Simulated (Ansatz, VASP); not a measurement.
# Cross-check of Zn (Zinc) between VASP and Ansatz, part 2 of 2

One calculation is typed for both programs; each brings its own data sets. How far apart do they land? The structure shown comes from an earlier Ansatz run, which isn't shown and may have moved the atoms alone.

VASP 6.6.1 and Ansatz 0.2.0.

So far: The structure; Ansatz: elastic constants, PBE with D3(BJ).

**3. VASP: elastic constants, PBE with D3(BJ)**

Level of this step: PBE with D3(BJ); plane waves and PAW (Zn) (VASP).

The same cell, functional, mesh and smearing now go to VASP, with its own data sets.

Lines of VASP's logs that name or quote its potential files are left out, and so is its time.

INCAR reads:

```
SYSTEM = Zn
PREC = Accurate
ENCUT = 500
EDIFF = 1E-08
NELM = 120
ISMEAR = -1
SIGMA = 0.15
LREAL = .FALSE.
ALGO = Normal
GGA = PE
IVDW = 12
NBANDS = 18
LORBIT = 11
LWAVE = .FALSE.
LCHARG = .FALSE.
ISIF = 3
IBRION = 6
NFREE = 2
POTIM = 0.015
NSW = 1
LASPH = .TRUE.
GGA_COMPAT = .FALSE.
KPAR = 2
```

POSCAR reads:

```
Zn
1.0
    2.6206063160      0.0000000000      0.0000000000
   -1.3103031580      2.2695116430      0.0000000000
    0.0000000000      0.0000000000      4.7939783703
Zn
2
Direct
    0.3333333333      0.6666666667      0.2500000000
    0.6666666667      0.3333333333      0.7500000000
```

KPOINTS reads:

```
Automatic mesh
0
Gamma
24 24 10
0 0 0
```

PAW data sets: Zn (PBE family, release 64).

On the command line:

```
$ mpirun -np 2 vasp_std
```

Numbers of over 12 decimals in the logs are rounded to 6 here.

The program printed:

```text
[banner, memory and clock lines left out]
running    2 mpi-ranks, on    1 nodes
 distrk:  each k-point on    1 cores,    2 groups
 distr:  one band on    1 cores,    1 groups

 POSCAR found type information on POSCAR Zn
 POSCAR found :  1 types and       2 ions
 LDA part: xc-table for (Slater+PW92), standard interpolation
 POSCAR, INCAR and KPOINTS ok, starting setup
 FFT: planning ... GRIDC
 FFT: planning ... GRID_SOFT
 FFT: planning ... GRID
 WAVECAR not read
 entering main loop
       N       E                     dE             d eps       ncg     rms          rms(c)
DAV:   1     0.104894679770E+03    0.10489E+03   -0.12252E+04 13712   0.209E+03
DAV:   2     0.162531475384E+01   -0.10327E+03   -0.10054E+03 13214   0.293E+02
DAV:   3    -0.242059499686E+01   -0.40459E+01   -0.40319E+01 14716   0.664E+01
DAV:   4    -0.244114220812E+01   -0.20547E-01   -0.20542E-01 14594   0.482E+00
DAV:   5    -0.244116782970E+01   -0.25622E-04   -0.25622E-04 14144   0.151E-01    0.460E+00
DAV:   6    -0.221494734337E+01    0.22622E+00   -0.93203E-01 14194   0.211E+01    0.336E+00
DAV:   7    -0.220365716085E+01    0.11290E-01   -0.31546E-02 16742   0.313E+00    0.171E+00
DAV:   8    -0.219836182687E+01    0.52953E-02   -0.17505E-03 17988   0.686E-01    0.474E-02
DAV:   9    -0.219836085436E+01    0.97251E-06   -0.23848E-04 17908   0.213E-01    0.340E-02
DAV:  10    -0.219836395852E+01   -0.31042E-05   -0.24186E-05 13646   0.600E-02    0.320E-03
DAV:  11    -0.219836373482E+01    0.22370E-06   -0.96349E-08 15224   0.347E-03    0.187E-03
DAV:  12    -0.219836335878E+01    0.37604E-06   -0.31668E-08 13800   0.383E-03    0.106E-04
DAV:  13    -0.219836336049E+01   -0.17108E-08   -0.39657E-09  8014   0.510E-04
   1 F= -.30582526E+01 E0= -.30419794E+01  d E =-.325463E-01
[... from here on, the cycles between the ionic steps are left out ...]
   2 F= -.30562803E+01 E0= -.30391582E+01  d E =-.342442E-01
   3 F= -.30529826E+01 E0= -.30374509E+01  d E =-.310633E-01
   8 F= -.30569854E+01 E0= -.30406559E+01  d E =-.326591E-01
   9 F= -.30569880E+01 E0= -.30406584E+01  d E =-.326591E-01
  10 F= -.30574793E+01 E0= -.30410908E+01  d E =-.327770E-01
  11 F= -.30574793E+01 E0= -.30410908E+01  d E =-.327770E-01
  12 F= -.30574738E+01 E0= -.30410962E+01  d E =-.327553E-01
  13 F= -.30574738E+01 E0= -.30410962E+01  d E =-.327553E-01
  14 F= -.30581661E+01 E0= -.30418910E+01  d E =-.325503E-01
  15 F= -.30581662E+01 E0= -.30418910E+01  d E =-.325503E-01
  16 F= -.30578631E+01 E0= -.30415900E+01  d E =-.325461E-01
 Finite differences progress:
  Degree of freedom:   8/  8
  Displacement:        1/  2
  Total:              15/ 16
 bond charge predicted
       N       E                     dE             d eps       ncg     rms          rms(c)
DAV:   1    -0.219745293869E+01    0.52469E-03   -0.36590E+00 20688   0.145E+01    0.710E-02
DAV:   2    -0.219800176654E+01   -0.54883E-03   -0.58168E-03 20478   0.793E-01    0.406E-02
DAV:   3    -0.219798117977E+01    0.20587E-04   -0.43115E-05 23168   0.895E-02    0.137E-02
DAV:   4    -0.219797785460E+01    0.33252E-05   -0.81420E-06 22636   0.371E-02    0.246E-03
DAV:   5    -0.219797764563E+01    0.20897E-06   -0.65473E-07 21670   0.777E-03    0.868E-04
DAV:   6    -0.219797762402E+01    0.21604E-07   -0.44957E-08 20088   0.205E-03    0.285E-04
DAV:   7    -0.219797762834E+01   -0.43119E-08   -0.43963E-09 11088   0.696E-04
  17 F= -.30578631E+01 E0= -.30415900E+01  d E =-.325461E-01
 Finite differences progress:
  Degree of freedom:   8/  8
  Displacement:        2/  2
  Total:              16/ 16
```

Parts of OUTCAR (step 3):

```text
ion  position               nearest neighbor table
   1  0.333  0.667  0.250-   2 2.83   2 2.83   2 2.83   2 2.83   2 2.83   2 2.83
   2  0.667  0.333  0.750-   1 2.83   1 2.83   1 2.83   1 2.83   1 2.83   1 2.83

  LATTYP: Found a hexagonal cell.
 ALAT       =     2.6206063160
 C/A-ratio  =     1.8293393941

 Subroutine GETGRP returns: Found 24 space group operations
 (whereof 12 operations were pure point group operations)

The static configuration has the point symmetry D_3d.
 The point group associated with its full space group is D_6h.

 Found    366 irreducible k-points:

   k-points           NKPTS =    366   k-points in BZ     NKDIM =    366   number of bands    NBANDS=     18

   dimension x,y,z NGX =    20 NGY =   20 NGZ =   36
   dimension x,y,z NGXF=    40 NGYF=   40 NGZF=   72

   ENCUT  =  500.0 eV  36.75 Ry    6.06 a.u.   4.78  4.78  8.74*2*pi/ulx,y,z

   NELECT =      24.0000    total number of electrons

 k-points in reciprocal lattice and weights: Automatic mesh
   0.00000000  0.00000000  0.00000000       0.000
   0.04166667 -0.00000000  0.00000000       0.001
   0.08333333  0.00000000  0.00000000       0.001
   0.12500000  0.00000000  0.00000000       0.001
   0.16666667  0.00000000  0.00000000       0.001
   0.20833333  0.00000000  0.00000000       0.001
   0.25000000  0.00000000  0.00000000       0.001
   0.29166667  0.00000000  0.00000000       0.001
   0.33333333  0.00000000  0.00000000       0.001
[...]
0.33333333  0.29166667  0.50000000       0.002
   0.33333333  0.33333333  0.50000000       0.000

 Edisp (eV)   -0.85989

 average (electrostatic) potential at core
       1 -36.5689       2 -36.5689

 E-fermi :   3.6347

 k-point     1 :       0.0000    0.0000    0.0000
  band No.  band energies     occupation
    ...
      9      -3.8584      2.00000
     10      -3.6071      2.00000
     11      -3.6071      2.00000
     12      -0.3059      2.00000
     13       0.7778      2.00000
     14      18.3298      0.00000
     15      21.5725      0.00000
     16      21.5725      0.00000
     17      21.9146      0.00000
     18      23.2297      0.00000

 k-point     2 :       0.0417   -0.0000    0.0000
  band No.  band energies     occupation
    ...
      9      -3.8640      2.00000
     10      -3.6437      2.00000
     11      -3.6061      2.00000
     12      -0.2143      2.00000
     13       0.8043      2.00000
     14      18.3889      0.00000
     15      20.3716      0.00000
     16      20.9427      0.00000
     17      21.7614      0.00000
     18      22.5996      0.00000

 k-point     3 :       0.0833    0.0000    0.0000
  band No.  band energies     occupation
    ...
      9      -3.8799      2.00000
     10      -3.7361      2.00000
     11      -3.6038      2.00000
     12       0.0479      2.00000
     13       0.8860      2.00000
     14      18.3683      0.00000
     15      18.5628      0.00000
     16      19.9127      0.00000
     17      21.3788      0.00000
     18      22.3069      0.00000

 Edisp (eV)   -0.85989

  Total       0.08861     0.08861     0.04547     0.00000     0.00000     0.00000
  in kB       4.97902     4.97902     2.55491     0.00000     0.00000     0.00000
  external pressure =        4.17 kB  Pullay stress =        0.00 kB

  energy-cutoff  :      500.00
  volume of cell :       28.51
      direct lattice vectors                 reciprocal lattice vectors
     2.620606316  0.000000000  0.000000000     0.381591082  0.220311714  0.000000000
    -1.310303158  2.269511643  0.000000000     0.000000000  0.440623428  0.000000000
     0.000000000  0.000000000  4.793978370     0.000000000  0.000000000  0.208595017

 POSITION                                       TOTAL-FORCE (eV/Angst)
 -----------------------------------------------------------------------------------
     -0.00000      1.51301      1.18349         0.000000      0.000000      0.051330
      1.31030      0.75650      3.59548        -0.000000     -0.000000     -0.051330
 -----------------------------------------------------------------------------------
    total drift:                               -0.000000      0.000001     -0.000090

  FREE ENERGIE OF THE ION-ELECTRON SYSTEM (eV)
  ---------------------------------------------------
  free  energy   TOTEN  =        -3.0578630719 eV

  energy  without entropy=       -3.0253170155  energy(sigma->0) =       -3.04159004

  SYMMETRIZED ELASTIC MODULI (kBar)
 Direction    XX          YY          ZZ          XY          YZ          ZX
 --------------------------------------------------------------------------------
 XX        1795.7020    533.3221    711.0936      0.0000      0.0000      0.0000
 YY         533.3221   1795.7020    711.0936     -0.0000      0.0000      0.0000
 ZZ         711.0936    711.0936    647.4005     -0.0000     -0.0000      0.0000
 XY           0.0000     -0.0000     -0.0000    631.1900      0.0000      0.0000
 YZ          -0.0000      0.0000     -0.0000      0.0000    387.4212      0.0000
 ZX           0.0000     -0.0000      0.0000     -0.0000      0.0000    387.4212
 --------------------------------------------------------------------------------

 Eigenvectors and eigenvalues of the dynamical matrix
 ----------------------------------------------------

   1 f  =    5.057300 THz    31.775954 2PiTHz  168.693373 cm-1    20.915303 meV
             X         Y         Z           dx          dy          dz
     -0.000000  1.513008  1.198495    -0.000000    0.000000    0.707107
      1.310303  0.756504  3.595484     0.000000    0.000000   -0.707107

   2 f  =    2.338367 THz    14.692394 2PiTHz   77.999529 cm-1     9.670705 meV
             X         Y         Z           dx          dy          dz
     -0.000000  1.513008  1.198495    -0.000000   -0.707107   -0.000000
      1.310303  0.756504  3.595484     0.000000    0.707107   -0.000000

   3 f  =    2.338367 THz    14.692394 2PiTHz   77.999529 cm-1     9.670705 meV
             X         Y         Z           dx          dy          dz
     -0.000000  1.513008  1.198495     0.707107   -0.000000   -0.000000
      1.310303  0.756504  3.595484    -0.707107    0.000000   -0.000000

   4 f  =    0.000000 THz     0.000000 2PiTHz    0.000001 cm-1     0.000000 meV
             X         Y         Z           dx          dy          dz
     -0.000000  1.513008  1.198495    -0.020542    0.092486   -0.700731
      1.310303  0.756504  3.595484    -0.020542    0.092486   -0.700731

   5 f/i=    0.000000 THz     0.000000 2PiTHz    0.000001 cm-1     0.000000 meV
             X         Y         Z           dx          dy          dz
     -0.000000  1.513008  1.198495     0.346839    0.612139    0.070626
      1.310303  0.756504  3.595484     0.346839    0.612139    0.070626

   6 f/i=    0.000000 THz     0.000000 2PiTHz    0.000001 cm-1     0.000000 meV
             X         Y         Z           dx          dy          dz
     -0.000000  1.513008  1.198495     0.615858   -0.341660   -0.063148
      1.310303  0.756504  3.595484     0.615858   -0.341660   -0.063148

 ELASTIC MODULI CONTR FROM IONIC RELAXATION (kBar)
 Direction    XX          YY          ZZ          XY          YZ          ZX
 --------------------------------------------------------------------------------
 XX          -4.7133      4.7133     -0.0000      0.0000     -0.0000      0.0000
 YY           4.7133     -4.7133      0.0000     -0.0000      0.0000      0.0000
 ZZ          -0.0000      0.0000     -0.0000     -0.0000     -0.0000      0.0000
 XY           0.0000     -0.0000     -0.0000     -4.7133     -0.0000      0.0000
 YZ          -0.0000      0.0000     -0.0000     -0.0000     -0.0000      0.0000
 ZX           0.0000      0.0000      0.0000      0.0000      0.0000      0.0000
 --------------------------------------------------------------------------------

 TOTAL ELASTIC MODULI (kBar)
 Direction    XX          YY          ZZ          XY          YZ          ZX
 --------------------------------------------------------------------------------
 XX        1790.9887    538.0354    711.0936      0.0000     -0.0000      0.0000
 YY         538.0354   1790.9887    711.0936     -0.0000      0.0000      0.0000
 ZZ         711.0936    711.0936    647.4005     -0.0000     -0.0000      0.0000
 XY           0.0000     -0.0000     -0.0000    626.4767      0.0000      0.0000
 YZ          -0.0000      0.0000     -0.0000      0.0000    387.4212      0.0000
 ZX           0.0000     -0.0000      0.0000     -0.0000      0.0000    387.4212
 --------------------------------------------------------------------------------

 total charge
# of ion       s       p       d       tot
------------------------------------------
    1        0.599   0.491   9.724  10.815
    2        0.599   0.491   9.724  10.815
--------------------------------------------------
tot          1.198   0.983  19.449  21.630

[... 3 further parts left out ...]
```

CONTCAR:

```
Zn
   1.00000000000000
     2.6206063159999999    0.0000000000000000    0.0000000000000000
    -1.3103031580000000    2.2695116430000000    0.0000000000000000
     0.0000000000000000    0.0000000000000000    4.7939783702999996
  Zn
     2
Direct
     0.3333333332999970    0.6666666667000030    0.2468710747439060
     0.6666666667000030    0.3333333332999970    0.7500000000000000
```

Dispersion corrections of this kind ignore metallic screening and tend to overbind metals.

Levels, forces or a CONTCAR printed for this step are those of its last displaced cell, not of the structure at rest.

**4. Comparison**

Known differences besides the potentials themselves: the cutoff is 420 eV in Ansatz and 500 eV in VASP; VASP takes each elastic constant from one size of strain, Ansatz from those that its log lists. Total energies have different zeros and are not compared.

Compared:

| quantity | Ansatz | VASP | difference |
| --- | --- | --- | --- |
| C11 (GPa) | 174.2 | 179.1 | -2.72 % |
| C22 (GPa) | 174.2 | 179.1 | -2.72 % |
| C33 (GPa) | 59.7 | 64.7 | -7.73 % |
| C12 (GPa) | 51.5 | 53.8 | -4.26 % |
| C13 (GPa) | 71.1 | 71.1 | +0.00 % |
| C23 (GPa) | 71.1 | 71.1 | +0.00 % |
| C44 (GPa) | 38.9 | 38.7 | +0.43 % |
| C55 (GPa) | 38.9 | 38.7 | +0.43 % |
| C66 (GPa) | 61.4 | 62.6 | -2.05 % |

**5. Outcome**

```yaml
difference_in_c33_elastic_constants_pbe_with_d3_bj: -7.7 %
```

The difference in C33 is -7.7 % (elastic constants, PBE with D3(BJ)), beyond the 5 % picked in this series as the mark of a large difference. Such differences can come from data sets, numerical settings and the points named under the comparisons, not from the functional's error against experiment.

[Lines on the potential files, build, host, timing and source positions are cut from VASP's logs without a mark.]

[Logs are printed without paths, hosts, clocks, repeated set-up lines and the standing remarks that a program may print on its own settings, such as how far it seeks lower states.]

[Hosts, paths, dates, database ids (printed as entryN), source tags and the programs' standing remarks are cut or masked in the printed files.]
